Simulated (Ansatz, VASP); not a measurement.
# Cross-check of MoS2 between VASP and Ansatz, part 2 of 2

Wanted: the spread between two codes on one cell, functional and k mesh. The cell is taken from a series of runs on this material, whose earlier steps may have relaxed, scaled, displaced or heated it; both programs get it as it stands.

VASP 6.6.1 and Ansatz 0.2.0.

So far: The starting structure; VASP: zone-centre phonons, PBE with D3(BJ).

### 3. Ansatz: zone-centre phonons, PBE with D3(BJ)

Level of this step: Ansatz beside VASP: Kohn-Sham DFT, plane waves, PBE with D3(BJ) (Ansatz).

Ansatz runs on its PAW soft_1 files.

The same cell, functional and mesh now go to Ansatz, which takes its cutoff from its data sets.

Contents of input.yaml:

```yaml
crystal:
  lattice:
    - [3.1637477029, 0.0, 0.0]
    - [-1.5818738514, 2.7398858819, 0.0]
    - [0.0, 0.0, 12.4593284795]
  atoms:
    - { symbol: S, position: [0.3333333333, 0.6666666667, 0.6244128751] }
    - { symbol: S, position: [0.6666666667, 0.3333333333, 0.1244128751] }
    - { symbol: S, position: [0.3333333333, 0.6666666667, 0.8755871249] }
    - { symbol: S, position: [0.6666666667, 0.3333333333, 0.3755871249] }
    - { symbol: Mo, position: [0.3333333333, 0.6666666667, 0.25] }
    - { symbol: Mo, position: [0.6666666667, 0.3333333333, 0.75] }
kpoints:
  mp_grid: { grid: [12, 12, 4] }
hamiltonian:
  xc: pbe
  dispersion: d3bj
  pseudopotentials: { kind: paw, azcp: { folder: soft_1 } }
scf:
  occupations: { method: fixed }
output:
  eigenvalues: true
phonons:
  method: dfpt
  dielectric: true
  rigid_motions: translations
```

Command:

```console
> ansatz run input.yaml --threads 4 --pin off --max-ram 16384MiB --backend cpu --events-out ev --progress --plain --runs-dir out
```

Numbers of over 12 decimals in the logs are rounded to 6 here.

Log:

```text
Engine: ansatz 0.2.0, aarch64-unknown-linux-gnu
Pseudopotentials: kind: paw
Pseudopotential: S, paw, valence charge 6, recommended cutoff 420 eV (normal), soft_1/S.paw.azcp
Pseudopotential: Mo, paw, valence charge 14, recommended cutoff 420 eV (normal), soft_1/Mo.paw.azcp
Functional definition: PBE
  parameter kappa = 0.804
  parameter beta = 0.066725
  exchange = pbe_x(kappa = kappa, mu = beta*pi^2/3)
  correlation = pbe_c(beta = beta)
Crystal: 6 atoms, lattice volume = 108.001 Å³
Basis set: ecut = 420 eV, 2069 PW (Γ), exchange–correlation on 48×48×180 points (8 copies of the dense FFT grid, shifted against one another)
Bands: 32, of which v1, the nominal top of the filled ones, is band 26 counted from 1 (25 counted from 0)
Symmetry: 24 space group operations
k-points: 164 of 576 (irreducible under 2 space group operations, time reversal used)
Non-local potential: S, projectors of the file, l = 0: 2, l = 1: 2, l = 2: 1
Non-local potential: Mo, projectors of the file, l = 0: 3, l = 1: 2, l = 2: 2, l = 3: 1
PAW form: soft (Blöchl's): semilocal exchange-correlation on the pseudo side does not see the compensation charge
PAW one-centre angular grid: S, 110 points (default); XC on 64 Gauss nodes
PAW one-centre angular grid: Mo, 590 points (default); XC on 64 Gauss nodes
Initial density: superposition of atomic densities (chi_scale 0.1, normalization cell, long waves kept (reshape's long-wave potential 0.08 eV rms))
Initial wavefunctions: pseudopotential atomic-orbital guess
Functional: x = pbe(κ = 0.804, μ = 0.219515), c = pbe(β = 0.066725)
SCF iter   1: F=—  HF=-13529.672077 eV  |F-HF|=—  |Δ(HF+E_count)|=         —  Δρ=6.06e-2  dr2=5.01e0  ethr=3.10e-3  ⟨swp⟩=5.4  Hψ=23059  notcnv=0  defer=457
preconditioner: auto → Resta (q_TF=auto, 2.415 Å⁻¹)  ε∞=7.9  [insulator: Δε(μ)=0.829 eV  Ē_g=8.187 eV  n_scr=26 (ndim 8)  ℏωp=21.4 eV  f_vac=0.003  ε∞_Penn≈7.9]
SCF iter   2: F=—  HF=-13528.514861 eV  |F-HF|=—  |Δ(HF+E_count)|=    1.16e0  Δρ=2.61e-2  dr2=1.79e0  ethr=3.10e-3  ⟨swp⟩=3.0  Hψ=11241  notcnv=0  defer=443
SCF iter   3: F=—  HF=-13528.227138 eV  |F-HF|=—  |Δ(HF+E_count)|=   2.88e-1  Δρ=1.52e-2  dr2=3.53e-1  ethr=3.10e-3  ⟨swp⟩=2.0  Hψ=6798  notcnv=0  defer=494
SCF iter   4: F=—  HF=-13528.143900 eV  |F-HF|=—  |Δ(HF+E_count)|=   8.32e-2  Δρ=3.18e-3  dr2=1.94e-2  ethr=6.79e-4  ⟨swp⟩=2.1  Hψ=8855  notcnv=0  defer=570
SCF iter   5: F=—  HF=-13528.145918 eV  |F-HF|=—  |Δ(HF+E_count)|=   2.02e-3  Δρ=9.91e-4  dr2=1.61e-3  ethr=3.74e-5  ⟨swp⟩=2.2  Hψ=8487  notcnv=0  defer=650
SCF iter   6: F=—  HF=-13528.146608 eV  |F-HF|=—  |Δ(HF+E_count)|=   6.91e-4  Δρ=4.32e-4  dr2=2.78e-4  ethr=3.10e-6  ⟨swp⟩=2.3  Hψ=9405  notcnv=0  defer=654
SCF iter   7: F=—  HF=-13528.146623 eV  |F-HF|=—  |Δ(HF+E_count)|=   1.41e-5  Δρ=6.81e-5  dr2=5.97e-6  ethr=5.34e-7  ⟨swp⟩=2.0  Hψ=7287  notcnv=0  defer=544
SCF iter   8: F=—  HF=-13528.146630 eV  |F-HF|=—  |Δ(HF+E_count)|=   7.51e-6  Δρ=1.48e-5  dr2=2.47e-7  ethr=1.15e-8  ⟨swp⟩=2.9  Hψ=11737  notcnv=0  defer=387
SCF iter   9: F=—  HF=-13528.146631 eV  |F-HF|=—  |Δ(HF+E_count)|=   4.40e-7  Δρ=2.56e-6  dr2=8.52e-9  ethr=4.75e-10  ⟨swp⟩=2.2  Hψ=8404  notcnv=0  defer=262
SCF iter  10: F=—  HF=-13528.146631 eV  |F-HF|=—  |Δ(HF+E_count)|=   1.39e-8  Δρ=5.50e-7  dr2=4.68e-10  ethr=1.64e-11  ⟨swp⟩=3.5  Hψ=11781  notcnv=0  defer=262
SCF iter  11: F=-13528.146631 eV  HF=-13528.146631 eV  |F-HF|=1.09e-11  |Δ(HF+E_count)|=  2.36e-10  Δρ=1.50e-7  dr2=3.08e-11  ethr=1.00e-12  ⟨swp⟩=15.8  Hψ=38428  notcnv=0
SCF 1 converged in 11 iterations: F = -13528.146631 eV  dr2 = 3.08e-11
  greatest PAW one-centre occupation: 0.999 electrons in one spin orbital (limit 2), on the Mo atom at site 5 (counted from 0), in its partial waves of l = 0
DFPT response loops at Γ: preconditioner auto → Resta (q_TF=auto, 2.415 Å⁻¹)  ε∞=8.0 (no band partly filled); β = 1.00, the filter's whole step (`scf.mixing.beta` (0.50) is not read by the response loops at its default; to damp them type it under 1.00, their step now; it binds the ground state too); Broyden in place of MSR1
── the response to a field inside a basis, on 12×12×4 k-points: an SCF that follows is theirs, and a resumed run solves both again ──
Bands: 27, of which v1, the nominal top of the filled ones, is band 26 counted from 1 (25 counted from 0)
k-points: 84 of 576 (irreducible under 8 space group operations)
Initial density: handed on by an earlier stage of this run
Initial wavefunctions: pseudopotential atomic-orbital guess (no wavefunctions were taken with the density)
Eigensolver: Dense (84 Hₖ)
SCF iter   1: F=—  HF=-13528.091135 eV  |F-HF|=—  |Δ(HF+E_count)|=         —  Δρ=2.38e-4  dr2=1.32e-5  ethr=1.00e-1
preconditioner: auto → Resta (q_TF=auto, 2.415 Å⁻¹)  ε∞=10.1  [insulator: Δε(μ)=1.047 eV  Ē_g=7.112 eV  n_scr=26 (ndim 8)  ℏωp=21.4 eV  f_vac=0.017  ε∞_Penn≈10.1]
SCF iter   2: F=—  HF=-13528.091146 eV  |F-HF|=—  |Δ(HF+E_count)|=   1.10e-5  Δρ=1.30e-4  dr2=4.25e-6  ethr=2.53e-8
SCF iter   3: F=—  HF=-13528.091151 eV  |F-HF|=—  |Δ(HF+E_count)|=   4.99e-6  Δρ=1.25e-5  dr2=3.69e-7  ethr=8.18e-9
SCF iter   4: F=-13528.091151 eV  HF=-13528.091151 eV  |F-HF|=1.09e-9  |Δ(HF+E_count)|=   2.74e-8  Δρ=6.62e-6  dr2=3.64e-8  ethr=7.10e-10
SCF 1 converged in 4 iterations: F = -13528.091151 eV  dr2 = 3.64e-8
  greatest PAW one-centre occupation: 0.999 electrons in one spin orbital (limit 2), on the Mo atom at site 4 (counted from 0), in its partial waves of l = 0
DFPT response loops at Γ: preconditioner auto → Resta (q_TF=auto, 2.415 Å⁻¹)  ε∞=7.6 (no band partly filled); β = 1.00, the filter's whole step (`scf.mixing.beta` (0.50) is not read by the response loops at its default; to damp them type it under 1.00, their step now; it binds the ground state too); Broyden in place of MSR1
SCF converged after 11 iterations
Free energy (F): -13528.146631 eV
Harris-Foulkes:  -13528.146631 eV  (|F-HF|=1.09e-11)
Internal energy: -13528.146631 eV  (E = F + TS)
E sigma→0 (E₀):  -13528.146631 eV
Fermi energy:    10.718610 eV
--- Per-component energies (eV) ---
  E_band       = -319.365317
  E_kinetic    = 1268.855567
  E_local      = -4009.662862  (includes V_loc(G=0)·N_el)
  E_nonlocal   = 433.748109
  E_hartree    = 1558.237300
  E_xc         = -709.102094
  E_vxc        = -771.764954  (∫ρ·V_xc dr)
  E_paw        = -8857.202448  (= ΣΔE_a)
  E_vpaw       = -357.015826  (= ΣTr[D̂ρ^β])
  E_aug_tail   = 0.000086  (compensation charges beyond the density's cutoff)
  E_ewald      = -3210.498816
  E_disp       = -2.521472  (pairwise vdW)
  E_smearing   = -0.000000  (= −TS)
  E_closure    = 0.000000  (closes the sum)
  Σ components = -13528.146631   (vs F -13528.146631, Δ=0.00e0)
--- Band table (eV; the first three rows and the last of 164) ---
  k-point 0: bands = [... 22 lower, 8.6372, 9.4752, 9.6143, 10.7186, 12.8829, 12.8829, 12.9073, 12.9073, ... 2 higher]
  k-point 1: bands = [... 22 lower, 8.6315, 8.8858, 10.0791, 10.6526, 12.8839, 12.8839, 12.8994, 12.8994, ... 2 higher]
  k-point 2: bands = [... 22 lower, 8.6177, 8.6177, 10.4453, 10.4453, 12.8887, 12.8887, 12.8887, 12.8887, ... 2 higher]
  k-point 163: bands = [... 22 lower, 8.4114, 8.4114, 9.5779, 9.5779, 12.2633, 12.2633, 12.8787, 12.8787, ... 2 higher]
--- Phonons (Γ-DFPT): 4 representative perturbations + reference, on 164 of 576 k-points (Σ response iterations 12) ---
  k mesh reduced under 2 symmetry operations, with k and −k counted as one. Each operation leaves every solved perturbation unchanged. A smaller set is not considered because the run solves the response to a homogeneous field
  ASR residual: 8.556e-5 → 0.000e0 eV/Å²; symmetrization residual: 7.543e-6 eV/Å²
  pairwise dispersion correction: d3bj (s6 = 1.0, s8 = 0.7875, a1 = 0.4289, a2_bohr = 4.4407), with the weights of each atom's references fixed at the reference crystal's, and the forces and stress that the weights' published response gives there kept as a pressure on the atom's counted neighbours (hamiltonian.dispersion)
  ASR residual per site (eV/Å²): 8.41e-5 8.41e-5 8.41e-5 8.41e-5 8.56e-5 8.56e-5
  Γ frequencies (cm⁻¹): 0.00 0.00 0.00 27.77 27.77 44.41 279.12 279.12 280.98 280.98 377.09 377.09 377.17 377.17 399.16 404.41 460.57 464.43
  ε∞ (high-frequency dielectric tensor):
       15.093863    -0.000000     0.000000
       -0.000000    15.093863     0.000000
        0.000000     0.000000     6.147455
  ε⁰ (static dielectric tensor: ions relaxed, cell fixed):
       15.264398    -0.000000    -0.000000
       -0.000000    15.264398     0.000000
       -0.000000     0.000000     6.186221
  ε⁰ − ε∞ (ionic part):
        0.170535    -0.000000    -0.000000
       -0.000000     0.170535     0.000000
       -0.000000     0.000000     0.038766
  softest optical mode at Γ: 27.77 cm⁻¹; the repairs (sum rule, projections) moved no ω² at Γ by more than (1.37 cm⁻¹)²
  Born effective charges Z* (e; rows j = field, columns β = displacement):
    site 0:
         0.50579   -0.00000   -0.00000
        -0.00000    0.50579    0.00000
        -0.00000    0.00000    0.29448
    site 1:
         0.50579   -0.00000    0.00000
        -0.00000    0.50579   -0.00000
         0.00000   -0.00000    0.29448
    site 2:
         0.50579   -0.00000    0.00000
        -0.00000    0.50579   -0.00000
         0.00000   -0.00000    0.29448
    site 3:
         0.50579   -0.00000   -0.00000
        -0.00000    0.50579    0.00000
        -0.00000    0.00000    0.29448
    site 4:
        -1.01158    0.00000   -0.00000
         0.00000   -1.01158    0.00000
        -0.00000    0.00000   -0.58895
    site 5:
[...]
Z* charge neutrality: 7.011e-3 e pre-enforcement
  solved inside a basis spanned on kpoints, on 12×12×4 k-points, its susceptibility summed on 16×16×4: ε∞ is read to err by 7.1e-2, Z* by 1.7e-2 e (field_mesh: kpoints solves on kpoints); Z* is corrected for what the basis lacks
  optical modes at Γ without the LO–TO term, one row a degenerate level:
      ω (cm⁻¹)  modes    IR ((D/Å)²/amu)
[...]
optical modes at Γ + LO–TO along q̂ = [1.0000, 0.0000, 0.0000]:
      ω (cm⁻¹)  modes    IR ((D/Å)²/amu)
[...]
optical modes at Γ + LO–TO along q̂ = [0.0000, 1.0000, 0.0000]:
      ω (cm⁻¹)  modes    IR ((D/Å)²/amu)
[...]
optical modes at Γ + LO–TO along q̂ = [0.0000, 0.0000, 1.0000]:
      ω (cm⁻¹)  modes    IR ((D/Å)²/amu)
[...]
279.12      2             0.0000
        280.98      2             0.0000
        377.09      2             0.0000
        377.17      2             2.4569
        399.16      1             0.0000
        404.41      1             0.0000
        462.02      1             0.4164
        464.43      1             0.0000
```

### 4. Comparison

Known differences besides the potentials themselves: fixed occupations in Ansatz, narrow Gaussian smearing in VASP; the cutoff is 420 eV in Ansatz and 500 eV in VASP; Ansatz takes the dispersion share of the force constants at frozen C6 weights, VASP differentiates the full forces; VASP uses finite displacements, Ansatz perturbation theory. Total energies have different zeros and are not compared.

The two programs side by side:

| quantity | Ansatz | VASP | difference |
| --- | --- | --- | --- |
| optical mode 1 to 2 (cm⁻¹) | 27.8 | 27.7 | +0.1 |
| optical mode 3 (cm⁻¹) | 44.4 | 44.5 | -0.1 |
| optical mode 4 to 5 (cm⁻¹) | 279.1 | 278.6 | +0.18 % |
| optical mode 6 to 7 (cm⁻¹) | 281.0 | 280.5 | +0.18 % |
| optical mode 8 to 11 (cm⁻¹) | 377.1 | 376.5 | +0.15 % |
| optical mode 12 (cm⁻¹) | 399.2 | 398.3 | +0.21 % |
| optical mode 13 (cm⁻¹) | 404.4 | 403.6 | +0.21 % |
| optical mode 14 (cm⁻¹) | 460.6 | 460.2 | +0.09 % |
| optical mode 15 (cm⁻¹) | 464.4 | 463.9 | +0.12 % |

Modes are paired by rising frequency, not by their patterns, so a pair may set unlike modes beside each other; they are those without the splitting of longitudinal modes.

### 5. What came out

* r.m.s. difference of the optical zone-centre modes, each program's sorted by frequency (zone-centre phonons, PBE with D3(BJ)): 0.53 cm⁻¹

The r.m.s. difference of the optical zone-centre modes, each program's sorted by frequency is 0.53 cm⁻¹ (zone-centre phonons, PBE with D3(BJ)). Such differences can come from data sets, numerical settings and the points named under the comparisons, not from the functional's error against experiment.

[Lines on the potential files, build, host, timing and source positions are cut from VASP's logs without a mark.]

[Logs are printed without paths, hosts, clocks, repeated set-up lines and the standing remarks that a program may print on its own settings, such as how far it seeks lower states.]

[Hosts, paths, dates, database ids (printed as entryN), source tags and the programs' standing remarks are cut or masked in the printed files.]
